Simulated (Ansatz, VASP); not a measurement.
## Cu (Cu(311)) in two plane-wave programs

One calculation is typed for both programs; each brings its own data sets. How far apart do they land? Of the first pair: The structure shown is the start of the Ansatz relaxation below; VASP solves that cell, so the two are compared at the walk's first step.

Main program and level: Ansatz 0.2.0; plane waves, with VASP 6.6.1 beside it; LDA.

## Step 1: The structure

The cell holds 9 atoms: 9 Cu. Cell: a = 2.553 Å, b = 4.421 Å, c = 25.708 Å, α = 90.0°, β = 90.0°, γ = 106.8°. Vacuum lies along c.

## Step 2: Ansatz: relaxation, LDA

Ansatz runs on its default PAW (the set named soft_2) files.

The two programs are compared at the cell with which this relaxation starts, whose forces are those of its first step.

input.yaml

```yaml
crystal:
  lattice:
    - [2.55265548, 0.0, 0.0]
    - [-1.27632774, 4.23310022, 0.0]
    - [0.0, 0.0, 25.7076476314]
  atoms:
    - { symbol: Cu, position: [0.81818182, 0.63636364, 0.3306409097] }
    - { symbol: Cu, position: [0.09090909, 0.18181818, 0.3729806823] }
    - { symbol: Cu, position: [0.36363636, 0.72727273, 0.4153204549] }
    - { symbol: Cu, position: [0.63636364, 0.27272727, 0.4576602274] }
    - { symbol: Cu, position: [0.90909091, 0.81818182, 0.5] }
    - { symbol: Cu, position: [0.18181818, 0.36363636, 0.5423397726] }
    - { symbol: Cu, position: [0.45454545, 0.90909091, 0.5846795451] }
    - { symbol: Cu, position: [0.72727273, 0.45454545, 0.6270193177] }
    - { symbol: Cu, position: [0.0, 0.0, 0.6693590903] }
kpoints:
  mp_grid: { grid: [11, 7, 1] }
hamiltonian:
  xc: lda
scf:
  occupations: { method: fermi_dirac, width: 0.1 }
  convergence: { dr2_threshold: 1.0e-08 }
efield:
  axis: 3
  dipole_correction: true
  ramp_position: 0.97
  ramp_width: 0.06
relax:
  f_tol: 0.015
  max_steps: 90
  constraints: [{ sites: [0, 1, 2] }]
output:
  write_potential: true
  write_density: true
  volumetric_format: npy
```

On the command line:

```
ansatz run input.yaml --threads 4 --pin off --max-ram 6144MiB --backend cpu --events-out ev --progress --plain --runs-dir out
```

Numbers of over 12 decimals in the logs are rounded to 6 here.

The log of the run:

```text
Warning: crystal.symmetry: narrowed to the stabiliser of the k-point mesh — unitary ops 2 → 1; excluded 1 operation that carries a point of the 11×7×1 mesh (shift [0, 0, 0]) off the mesh (the run samples exactly the mesh kpoints.mp_grid names, as under crystal.symmetry.detect: false, and its converged state has the mesh's symmetry, not the crystal's; ε∞, the Born charges and the force constants of a linear response (`dielectric:` by the response, `phonons.method: dfpt`) are averaged over those of the crystal's operations that the state keeps within a tolerance, where `mesh_tensors`, `unaveraged_element` or `gamma_mean_max_change_ev_ang2` stands beside them; [rest of the remark cut]
Engine: ansatz 0.2.0, aarch64-unknown-linux-gnu
Pseudopotentials: kind: paw
Pseudopotential: Cu, paw, valence charge 19, recommended cutoff 420 eV (normal), Cu.paw.azcp
Functional definition: SPW92
  exchange = slater_x
  correlation = pw_c
Crystal: 9 atoms, lattice volume = 277.788 Å³
Basis set: ecut = 420 eV, 5475 PW (Γ)
Bands: 103, of which v1, the nominal top of the filled ones, is band 86 counted from 1 (85 counted from 0)
Symmetry: 1 space group operations
k-points: 39 of 77 (time reversal used)
Non-local potential: Cu, projectors of the file, l = 0: 3, l = 1: 2, l = 2: 3, l = 3: 1
PAW form: soft (Blöchl's): semilocal exchange-correlation on the pseudo side does not see the compensation charge
PAW frozen core: Cu, regenerated for the run's functional, and the local potential with it (the file was generated under x = pbe(κ = 0.804, μ = 0.219515), c = pbe(β = 0.066725))
PAW one-centre angular grid: Cu, 590 points (default); XC on 64 Gauss nodes
Initial density: superposition of atomic densities (neutral atoms: chi_scale 0, normalization atom), corrected by the library's trained network
Initial wavefunctions: pseudopotential atomic-orbital guess
Functional: x = slater, c = lda
SCF iter   1: F=—  HF=-58998.288088 eV  |F-HF|=—  |Δ(HF+E_count)|=         —  Δρ=1.43e-2  dr2=2.97e-1  ethr=1.77e-3  p=-0.000 e·Å  D=-8.00e-11 V/Å  ΔV_dip=0.00 eV  dr2_dipole=1.25e-8  V_vac-E_F(+/−)=4.65/4.65 eV  ⟨swp⟩=7.3  Hψ=16795  notcnv=0  defer=148
efield: sawtooth ramp at fractional position 0.9700 (set: `efield.ramp_position`, or a place that a band, a saddle search or an elastic batch's reference lends), width 0.0600; the density the first Hamiltonian is built on has a dipole p = -0.000 e·Å; the dipole correction subtracts the counter field D = -8.00e-11 V/Å, which shifts the + side's vacuum level by +0.00 eV against the − side's; the planar-averaged density in the ramp window peaks in size at 5.5e-6 e/Å³
preconditioner: auto → LDOS  [metal: Δε(μ)=0.024 eV  Ē_g=8.243 eV  σ=0.100 eV  W_gap=0.06  n_scr=54 (ndim 8)  ℏωp=22.2 eV  f_vac=0.574  D(μ)=3.02/eV (n_scr^D=10)  β→1.0]
SCF iter   2: F=—  HF=-58998.905714 eV  |F-HF|=—  |Δ(HF+E_count)|=   6.18e-1  Δρ=4.08e-2  dr2=2.49e0  ethr=1.74e-4  p=-0.000 e·Å  D=-1.29e-4 V/Å  ΔV_dip=0.00 eV  dr2_dipole=4.55e-7  V_vac-E_F(+/−)=4.91/4.91 eV  ⟨swp⟩=3.0  Hψ=10152  notcnv=0  defer=270
SCF iter   3: F=—  HF=-58998.233116 eV  |F-HF|=—  |Δ(HF+E_count)|=   6.73e-1  Δρ=3.22e-3  dr2=1.66e-2  ethr=1.74e-4  p=-0.000 e·Å  D=-1.70e-5 V/Å  ΔV_dip=0.00 eV  dr2_dipole=9.89e-8  V_vac-E_F(+/−)=4.77/4.77 eV  ⟨swp⟩=2.9  Hψ=8623  notcnv=0  defer=277
SCF iter   4: F=—  HF=-58998.228923 eV  |F-HF|=—  |Δ(HF+E_count)|=   4.19e-3  Δρ=1.62e-3  dr2=4.49e-3  ethr=9.73e-6  p=-0.000 e·Å  D=-9.09e-6 V/Å  ΔV_dip=0.00 eV  dr2_dipole=5.39e-7  V_vac-E_F(+/−)=4.78/4.78 eV  ⟨swp⟩=3.1  Hψ=7783  notcnv=0  defer=271
SCF iter   5: F=—  HF=-58998.228156 eV  |F-HF|=—  |Δ(HF+E_count)|=   7.67e-4  Δρ=2.37e-4  dr2=1.21e-4  ethr=2.62e-6  p=-0.000 e·Å  D=-8.08e-6 V/Å  ΔV_dip=0.00 eV  dr2_dipole=8.64e-8  V_vac-E_F(+/−)=4.79/4.79 eV  ⟨swp⟩=2.0  Hψ=5730  notcnv=0  defer=271
SCF iter   6: F=—  HF=-58998.228159 eV  |F-HF|=—  |Δ(HF+E_count)|=   2.93e-6  Δρ=1.40e-4  dr2=3.57e-5  ethr=7.10e-8  p=-0.000 e·Å  D=-9.24e-7 V/Å  ΔV_dip=0.00 eV  dr2_dipole=9.65e-8  V_vac-E_F(+/−)=4.79/4.79 eV  ⟨swp⟩=2.7  Hψ=7092  notcnv=0  defer=271
SCF iter   7: F=—  HF=-58998.228152 eV  |F-HF|=—  |Δ(HF+E_count)|=   7.64e-6  Δρ=3.50e-5  dr2=3.16e-6  ethr=2.09e-8  p=-0.000 e·Å  D=-4.76e-6 V/Å  ΔV_dip=0.00 eV  dr2_dipole=2.54e-9  V_vac-E_F(+/−)=4.79/4.79 eV  ⟨swp⟩=2.1  Hψ=5714  notcnv=0  defer=271
SCF iter   8: F=—  HF=-58998.228122 eV  |F-HF|=—  |Δ(HF+E_count)|=   2.92e-5  Δρ=1.01e-5  dr2=4.74e-7  ethr=1.85e-9  p=-0.000 e·Å  D=-1.53e-6 V/Å  ΔV_dip=0.00 eV  dr2_dipole=6.49e-10  V_vac-E_F(+/−)=4.79/4.79 eV  ⟨swp⟩=2.0  Hψ=5646  notcnv=0  defer=271
[...]
WARN: The output density's exchange-correlation potential varies sharply where the density is thin. Do not read a vacuum level from v_tot or v_xc, or from such a field of the output density. On a cell that repeats whose density bears no net charge and no dipole along the vacuum's axis use v_es (v_loc + v_h of the components); under efield.dipole_correction with no amplitude use v_es + v_field, which holds any externa [...]
SCF converged after 10 iterations
Free energy (F): -58998.480570 eV
Harris-Foulkes:  -58998.480570 eV  (|F-HF|=3.37e-9)
Internal energy: -58998.383314 eV  (E = F + TS)
E sigma→0 (E₀):  -58998.431942 eV
Entropy (-TS):   -0.097256 eV (-10.806 meV/atom)
Fermi energy:    3.323609 eV
Dipole field:    D = -0.002705 V/Å  (p = -0.004152 e·Å, saw-weighted, corrected)
Work function:   Φ+ = 4.8422 eV   Φ− = 4.7726 eV
Levels:          The Fermi level and band energies are counted from a zero that moves with the ramp; work functions are not
--- Per-component energies (eV) ---
  E_band       = -5496.836533
  E_kinetic    = 2707.102647
  E_local      = -466674.249551  (includes V_loc(G=0)·N_el)
  E_nonlocal   = 3555.215421
  E_hartree    = 230016.394038
  E_xc         = -799.748022
  E_vxc        = -1037.201781  (∫ρ·V_xc dr)
  E_paw        = -14345.794879  (= ΣΔE_a)
  E_vpaw       = -4080.425362  (= ΣTr[D̂ρ^β])
  E_aug_tail   = 0.001968  (compensation charges beyond the density's cutoff)
  E_efield     = 0.000006  (sawtooth field / dipole correction)
  E_vefield    = -0.077362  (∫n·V_field dr)
  E_ewald      = 186538.648118
  E_core_change = 4.046941  (= ΣΔE_core)
  E_smearing   = -0.097256  (= −TS)
  E_closure    = 0.000000  (closes the sum)
  Σ components = -58998.480570   (vs F -58998.480570, Δ=0.00e0)
--- Forces (eV/Å), atoms counted from 1 ---
  atom   1  Cu     0.00257334    -0.06119632     0.99549280
  atom   2  Cu    -0.00110592     0.00000302    -0.26145556
  atom   3  Cu    -0.00156291     0.04604541    -0.73440652
  atom   4  Cu     0.00006599     0.00550379     0.00159671
  atom   5  Cu     0.00011207     0.00157954     0.00061623
  atom   6  Cu    -0.00017086     0.00132387     0.00440420
  atom   7  Cu     0.00014904     0.00275703    -0.00329364
  atom   8  Cu    -0.00023287     0.00202937    -0.00235907
  atom   9  Cu     0.00016937     0.00201698    -0.00064973
  max |Σ_I F_I| component: 6.27e-5 eV/Å
--- Band table (eV; the first three rows and the last of 39) ---
  k-point 0: bands = [... 82 lower, 1.7922, 1.8292, 1.8532, 2.9237, 3.0013, 4.4257, 4.9252, 5.7267, ... 13 higher]
  k-point 1: bands = [... 82 lower, 1.7988, 1.8366, 1.8571, 2.2801, 3.0107, 3.5297, 4.8680, 4.9924, ... 13 higher]
  k-point 2: bands = [... 82 lower, 1.8153, 1.8274, 1.8475, 1.8721, 2.3680, 3.2462, 3.4636, 4.6242, ... 13 higher]
  k-point 38: bands = [... 82 lower, 2.5964, 3.3407, 4.4710, 4.7581, 5.2461, 5.7069, 6.3427, 7.2869, ... 13 higher]
--- Relaxed structure (5 steps of the walk, 5 accepted, 0 SCFs on fresh bases) ---
  F+E_penalty+E_count = -58998.48057027 eV   max|allowed force component| = 5.504e-3 eV/Å
  atoms:
    - { symbol: Cu, position: [0.81818182, 0.63636364, 0.330641] }
    - { symbol: Cu, position: [0.090909, 0.181818, 0.3729806823] }
    - { symbol: Cu, position: [0.363636365, 0.72727273, 0.415320] }
    - { symbol: Cu, position: [0.637919, 0.276075, 0.454396] }
    - { symbol: Cu, position: [0.914262, 0.829313, 0.494353] }
    - { symbol: Cu, position: [0.191348, 0.383752, 0.534942] }
    - { symbol: Cu, position: [0.465478, 0.932507, 0.573378] }
    - { symbol: Cu, position: [0.749485, 0.500206, 0.616439] }
    - { symbol: Cu, position: [0.024811, 0.051931, 0.648981] }
```

Reading the cycles: dr2 is the Hartree energy of the density residual (eV), the measure of convergence; HF is the Harris–Foulkes estimate of the energy, which meets the free energy F at convergence.

[end of part 1 of 2]

[Lines on the potential files, build, host, timing and source positions are cut from VASP's logs without a mark.]

[Logs are printed without paths, hosts, clocks, repeated set-up lines and the standing remarks that a program may print on its own settings, such as how far it seeks lower states.]

[Hosts, paths, dates, database ids (printed as entryN), source tags and the programs' standing remarks are cut or masked in the printed files.]
